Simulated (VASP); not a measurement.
Energy against volume of CsI (CsCl type). Method: vdW-DF2, VASP's PBE PAW potentials (set 64) (plane waves; VASP).

| V (Å³/atom) | E (eV/atom) |
|---|---|
| 48.651 | -0.54076 |
| 50.204 | -0.54706 |
| 51.756 | -0.54901 |
| 53.309 | -0.54732 |
| 54.862 | -0.54260 |

### Question
Fit a third-order Birch-Murnaghan equation of state.

### Answer

| Quantity | Result |
|---|---|
| volume per atom | 51.76 Å³/atom |
| bulk modulus | 125 kbar |
| pressure derivative of the bulk modulus | 5.05 |
| lattice constant a | 4.696 Å |

The compound is CsI in the CsCl type structure. It was relaxed first, which changed the volume by +8 %.
